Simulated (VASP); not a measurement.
# Si2WC3 (P3m1) in VASP: a series of runs, part 2 of 2

VASP 6.6.1. The steps go on from the part before.

### 3 Relaxation of cell and atoms, PBE

INCAR reads:

```
PREC = Accurate ; ENCUT = 520
EDIFF = 1E-7 ; ISMEAR = 0
SIGMA = 0.03 ; LREAL = F
LASPH = T ; NELM = 120
ALGO = Normal ; ISIF = 3
LWAVE = F ; LCHARG = F
GGA = PE ; IBRION = 2
NSW = 60 ; EDIFFG = -0.005
POTIM = 0.3 ; KPAR = 2
```

KPOINTS reads:

```
Automatic mesh
0
Gamma
  10 10 4
```

POSCAR reads:

```
Si2WC3                                  
1.0
    3.0146256015     -0.0000000000     -0.0000000000
   -1.5073128057      2.6107423538     -0.0000000000
   -0.0000000000      0.0000000000      8.0921354075
  Si              W               C             
     2     1     3
Direct
     0.0000000000000000    0.0000000000000000    0.8979011259720288
     0.3333333300000021    0.6666666699999979    0.5832592235204385
     0.0000000000000000    0.0000000000000000    0.2031571269093101
     0.3333333300000021    0.6666666699999979    0.0027224413006504
     0.0000000000000000    0.0000000000000000    0.6705846832664150
     0.3333333300000021    0.6666666699999979    0.3573673690311570
```

Potentials or basis: VASP PAW PBE potentials, release 64 (Si, W_sv, C).

Command:

```
cat potpaw_PBE.64/Si/POTCAR potpaw_PBE.64/W_sv/POTCAR potpaw_PBE.64/C/POTCAR > POTCAR
mpirun -np 2 vasp_std > vasp.out
```

OUTCAR:

```text
PREC = Accurate
   ENCUT = 520
   EDIFF = 1E-7
   ISMEAR = 0
   LREAL = F
   LASPH = T
   NELM = 120
   ISIF = 3
   GGA = PE
   IBRION = 2
   NSW = 60
   EDIFFG = -0.005
   POTIM = 0.3

 ion  position               nearest neighbor table
   1  0.000  0.000  0.898-   5 1.84   4 1.94   4 1.94   4 1.94   3 2.47   2 3.08   2 3.08   2 3.08

   2  0.333  0.667  0.583-   6 1.83   5 1.88   5 1.88   5 1.88   1 3.08   1 3.08   1 3.08
   3  0.000  0.000  0.203-   6 2.14   6 2.14   6 2.14   4 2.38   4 2.38   4 2.38   1 2.47
   4  0.333  0.667  0.003-   1 1.94   1 1.94   1 1.94   3 2.38   3 2.38   3 2.38
   5  0.000  0.000  0.671-   1 1.84   2 1.88   2 1.88   2 1.88
   6  0.333  0.667  0.357-   2 1.83   3 2.14   3 2.14   3 2.14

  LATTYP: Found a hexagonal cell.
 ALAT       =     3.0146256015
 C/A-ratio  =     2.6842920074

  Lattice vectors:

 A1 = (   3.0146256015,   0.0000000000,   0.0000000000)
 A2 = (  -1.5073128057,   2.6107423538,   0.0000000000)
 A3 = (   0.0000000000,   0.0000000000,   8.0921354075)

Analysis of symmetry for initial positions (statically):
[... 180 lines left out ...]
  free energy    TOTEN  =       -50.64300615 eV

  energy without entropy =      -50.64300615  energy(sigma->0) =      -50.64300615

 E-fermi :   9.8375     XC(G=0): -12.0747

 val. band max:        9.6044858245   @ k =   0.1000  -0.0000   0.5000
 cond. band min:      10.4316609325   @ k =   0.2000   0.2000   0.0000
 fundamental gap:      0.8271751080
 Fermi energy:         9.8374675997

 k-point     1 :       0.0000    0.0000    0.0000
  band No.  band energies     occupation
      1     -64.6339      2.00000
      2     -28.9048      2.00000
      3     -28.6042      2.00000
      4     -28.6042      2.00000
      5      -6.9622      2.00000
      6      -5.1931      2.00000
[... 565 lines left out ...]
     20      12.8109      0.00000
     21      12.9338      0.00000

 [... further k-points ...]
[... 5 lines left out ...]
  --------------------------------------------------------------------------------------
  -------------------------------------------------------------------------------------
  Total       -0.0011845     -0.0011845      0.0010055      0.0000000      0.0000000     -0.0000000
  in kB       -0.0297977     -0.0297977      0.0252952      0.0000000      0.0000000     -0.0000000
  external PRESSURE =      -0.0114334 kB  Pullay stress =       0.0000000 kB

 VOLUME and BASIS-vectors are now :
 -----------------------------------------------------------------------------
  energy-cutoff  :      520.00
  volume of cell :       63.69
      direct lattice vectors                 reciprocal lattice vectors
     3.014625602  0.000000000  0.000000000     0.331716151  0.191516409  0.000000000
    -1.507312806  2.610742354  0.000000000     0.000000000  0.383032818  0.000000000
     0.000000000  0.000000000  8.092135408     0.000000000  0.000000000  0.123576775

 POSITION                                       TOTAL-FORCE (eV/Angst)
 -----------------------------------------------------------------------------------
      0.00000      0.00000      7.26594        -0.000000     -0.000000     -0.000112
     -0.00000      1.74049      4.71981        -0.000000     -0.000000      0.000766
      0.00000      0.00000      1.64397        -0.000000     -0.000000     -0.000666
     -0.00000      1.74049      0.02203         0.000000      0.000000     -0.000276
      0.00000      0.00000      5.42646        -0.000000     -0.000000      0.003113
     -0.00000      1.74049      2.89187        -0.000000     -0.000000     -0.002825
 -----------------------------------------------------------------------------------
    total drift:                                0.000008     -0.000005      0.000323

  FREE ENERGIE OF THE ION-ELECTRON SYSTEM (eV)
  ---------------------------------------------------
  free  energy   TOTEN  =       -50.6430061468 eV

  energy  without entropy=      -50.6430061468  energy(sigma->0) =      -50.64300615

 reached required accuracy - stopping structural energy minimisation
```

OSZICAR:

```text
N       E                     dE             d eps       ncg     rms          rms(c)
DAV:   1     0.228726961409E+03    0.22873E+03   -0.18326E+04  2252   0.160E+03
DAV:   2    -0.424094085451E+02   -0.27114E+03   -0.26144E+03  2546   0.391E+02
DAV:   3    -0.575028351821E+02   -0.15093E+02   -0.14798E+02  2667   0.822E+01
DAV:   4    -0.578287470015E+02   -0.32591E+00   -0.32513E+00  2604   0.123E+01
DAV:   5    -0.578358801592E+02   -0.71332E-02   -0.71309E-02  2628   0.180E+00    0.309E+01
DAV:   6    -0.509892677411E+02    0.68466E+01   -0.40028E+01  2629   0.378E+01    0.908E+00
DAV:   7    -0.507249195462E+02    0.26435E+00   -0.56823E+00  2592   0.147E+01    0.658E+00
DAV:   8    -0.506464395916E+02    0.78480E-01   -0.39667E-01  2695   0.463E+00    0.189E+00
DAV:   9    -0.506433216311E+02    0.31180E-02   -0.63743E-02  2888   0.161E+00    0.460E-01
DAV:  10    -0.506427932950E+02    0.52834E-03   -0.80365E-03  2882   0.580E-01    0.183E-01
DAV:  11    -0.506429421913E+02   -0.14890E-03   -0.78867E-04  2505   0.206E-01    0.734E-02
DAV:  12    -0.506430017438E+02   -0.59552E-04   -0.10845E-04  2553   0.804E-02    0.238E-02
DAV:  13    -0.506430054409E+02   -0.36971E-05   -0.19726E-05  2994   0.380E-02    0.844E-03
DAV:  14    -0.506430062559E+02   -0.81501E-06   -0.46257E-06  2530   0.151E-02    0.535E-03
DAV:  15    -0.506430061407E+02    0.11514E-06   -0.43341E-07  2395   0.444E-03    0.226E-03
DAV:  16    -0.506430061468E+02   -0.60995E-08   -0.26454E-07  1976   0.353E-03
   1 F= -.50643006E+02 E0= -.50643006E+02  d E =-.506430E+02
```

CONTCAR:

```text
Si2WC3
   1.00000000000000
     3.0146256015000001    0.0000000000000000    0.0000000000000000
    -1.5073128057000000    2.6107423538000001    0.0000000000000000
     0.0000000000000000    0.0000000000000000    8.0921354075000007
  Si              W               C
     2     1     3
Direct
     0.0000000000000000    0.0000000000000000    0.8979011259720266
     0.3333333300000021    0.6666666699999979    0.5832592235204359
     0.0000000000000000    0.0000000000000000    0.2031571269093106
     0.3333333300000021    0.6666666699999979    0.0027224413006479
     0.0000000000000000    0.0000000000000000    0.6705846832664122
     0.3333333300000021    0.6666666699999979    0.3573673690311594

  0.00000000E+00  0.00000000E+00  0.00000000E+00
  0.00000000E+00  0.00000000E+00  0.00000000E+00
  0.00000000E+00  0.00000000E+00  0.00000000E+00
  0.00000000E+00  0.00000000E+00  0.00000000E+00
  0.00000000E+00  0.00000000E+00  0.00000000E+00
  0.00000000E+00  0.00000000E+00  0.00000000E+00
```

Wall time 24 s (2 MPI ranks of Intel Xeon Platinum 8559C (Emerald Rapids), shared host); peak memory 0.21 GiB.

Results:

```yaml
Free_energy: -50.6430 eV
Pressure_after_relaxing: 0.0 GPa
Largest_force_after_relaxing: 0.003 eV/Å
Band_gap_on_the_k_mesh: 0.83 eV, indirect (least direct gap 1.49 eV)
```

Forces in eV/Å, atoms in the order of the input:
```
Si   0.000  0.000  0.000
Si   0.000  0.000  0.001
W    0.000  0.000 -0.001
C    0.000  0.000  0.000
C    0.000  0.000  0.003
C    0.000  0.000 -0.003
```

Final structure:
```cif
data_structure
_symmetry_space_group_name_H-M 'P 1'
_symmetry_Int_Tables_number 1
_cell_length_a 3.0146
_cell_length_b 3.0146
_cell_length_c 8.0921
_cell_angle_alpha 90.000
_cell_angle_beta 90.000
_cell_angle_gamma 120.000
_cell_volume 63.69
loop_
_atom_site_label
_atom_site_type_symbol
_atom_site_fract_x
_atom_site_fract_y
_atom_site_fract_z
_atom_site_occupancy
Si1 Si 0.00000 0.00000 0.89790 1
Si2 Si 0.33333 0.66667 0.58326 1
W1 W 0.00000 0.00000 0.20316 1
C1 C 0.33333 0.66667 0.00272 1
C2 C 0.00000 0.00000 0.67058 1
C3 C 0.33333 0.66667 0.35737 1
```

Levels at points of the mesh, in eV from the valence-band top:
```csv
k point,band 14,band 15,band 16,band 17,band 18,band 19,band 20,band 21
"(0.00, 0.00, 0.00)",-2.05,-1.44,-1.44,-0.23,1.80,1.80,4.24,4.36
"(0.50, 0.00, 0.00)",-3.32,-3.28,-1.22,-1.22,1.29,2.88,3.30,3.42
"(0.00, 0.00, 0.50)",-2.17,-1.30,-1.30,0.00,1.75,1.75,4.02,4.02
"(0.50, 0.00, 0.50)",-3.18,-3.07,-1.53,-1.33,1.02,2.63,3.03,3.35
```

Caveat: the relaxation stopped at its first step, so nothing moved; spin-orbit coupling is left out, which moves the levels of the heavy elements. A k mesh can miss the band edges.
